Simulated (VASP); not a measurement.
Computed with PBE GGA, VASP's PBE PAW potentials (set 64) (plane waves; VASP).

The input files of a VASP run:

INCAR:
```
ALGO = Normal
EDIFF = 1E-7
ENCUT = 520
GGA = PE
ISIF = 2
ISMEAR = 0
LASPH = .TRUE.
LCHARG = .FALSE.
LMAXMIX = 4
LREAL = .FALSE.
LWAVE = .FALSE.
NELM = 100
PREC = Accurate
SIGMA = 0.05
SYSTEM = BaTiO3
```

### KPOINTS
```
Automatic mesh
0
Gamma
6 6 6
0 0 0
```

### POSCAR
```
BaTiO3
1.0
  4.0736944043   0.0000000000   0.0000000000
  0.0000000000   4.0736944043   0.0000000000
  0.0000000000   0.0000000000   4.0736944043
Ba Ti O
1 1 3
Cart
  0.0000000000   0.0000000000   0.0000000000
  2.0368472022   2.0368472022   2.0368472022
  2.0368472022   0.0000000000   2.0368472022
  0.0000000000   2.0368472022   2.0368472022
  2.0368472022   2.0368472022   0.0000000000
```

POTCAR, in this order: Ba_sv Ti_sv O (PBE.64 set). Program: vasp_std.

What VASP printed:

### OSZICAR
```
       N       E                     dE             d eps       ncg     rms          rms(c)
DAV:   1     0.450787205330E+03    0.45079E+03   -0.21371E+04   960   0.179E+03
DAV:   2    -0.329991079261E+01   -0.45409E+03   -0.44668E+03  1168   0.489E+02
DAV:   3    -0.491247933172E+02   -0.45825E+02   -0.45110E+02  1408   0.148E+02
DAV:   4    -0.511259289061E+02   -0.20011E+01   -0.20003E+01  1384   0.280E+01
DAV:   5    -0.512076625236E+02   -0.81734E-01   -0.81731E-01  1336   0.383E+00    0.223E+01
DAV:   6    -0.402726015911E+02    0.10935E+02   -0.78425E+01  1480   0.742E+01    0.103E+01
DAV:   7    -0.401909219139E+02    0.81680E-01   -0.13855E+01  1224   0.266E+01    0.610E+00
DAV:   8    -0.399533835735E+02    0.23754E+00   -0.95150E-01  1280   0.901E+00    0.297E+00
DAV:   9    -0.399815862239E+02   -0.28203E-01   -0.41549E-01  1288   0.526E+00    0.153E+00
DAV:  10    -0.399607627750E+02    0.20823E-01   -0.18448E-01  1240   0.421E+00    0.452E-01
DAV:  11    -0.399584723988E+02    0.22904E-02   -0.17621E-02  1168   0.835E-01    0.135E-01
DAV:  12    -0.399589069061E+02   -0.43451E-03   -0.42793E-03  1272   0.543E-01    0.170E-01
DAV:  13    -0.399584139907E+02    0.49292E-03   -0.21462E-03  1168   0.428E-01    0.902E-03
DAV:  14    -0.399584190909E+02   -0.51002E-05   -0.45153E-05  1192   0.487E-02    0.723E-03
DAV:  15    -0.399584201219E+02   -0.10310E-05   -0.10122E-05  1200   0.297E-02    0.731E-03
DAV:  16    -0.399584193728E+02    0.74908E-06   -0.44353E-06  1224   0.198E-02    0.108E-03
DAV:  17    -0.399584193421E+02    0.30659E-07   -0.72977E-08   760   0.243E-03
   1 F= -.39958419E+02 E0= -.39958419E+02  d E =-.283702E-30
```

File OUTCAR:
```
------------------------ aborting loop because EDIFF is reached ----------------------------------------
  FORCE on cell =-STRESS in cart. coord.  units (eV):
  Direction    XX          YY          ZZ          XY          YZ          ZX
  --------------------------------------------------------------------------------------
  Total       -1.9108659     -1.9108659     -1.9108659     -0.0000000      0.0000000      0.0000000
  in kB      -45.2871980    -45.2871980    -45.2871980     -0.0000000      0.0000000      0.0000000
  external PRESSURE =     -45.2871980 kB  Pullay stress =       0.0000000 kB
  volume of cell :       67.60
      direct lattice vectors                 reciprocal lattice vectors
     4.073694404  0.000000000  0.000000000     0.245477422  0.000000000  0.000000000
     0.000000000  4.073694404  0.000000000     0.000000000  0.245477422  0.000000000
     0.000000000  0.000000000  4.073694404     0.000000000  0.000000000  0.245477422
 POSITION                                       TOTAL-FORCE (eV/Angst)
 -----------------------------------------------------------------------------------
      0.00000      0.00000      0.00000         0.000000      0.000000      0.000000
      2.03685      2.03685      2.03685         0.000000      0.000000      0.000000
      2.03685      0.00000      2.03685         0.000000      0.000000      0.000000
      0.00000      2.03685      2.03685         0.000000      0.000000      0.000000
      2.03685      2.03685      0.00000         0.000000      0.000000      0.000000
 -----------------------------------------------------------------------------------
    total drift:                                0.000000      0.000000     -0.000000
  FREE ENERGIE OF THE ION-ELECTRON SYSTEM (eV)
  ---------------------------------------------------
  free  energy   TOTEN  =       -39.9584193421 eV

  energy  without entropy=      -39.9584193421  energy(sigma->0) =      -39.95841934
```
(Selected blocks of OUTCAR.)

The compound is BaTiO3 in the cubic perovskite structure, the ideal cubic form; the compound distorts at low or room temperature. This cell is one point of a volume scan, at 1.03 of the reference volume.
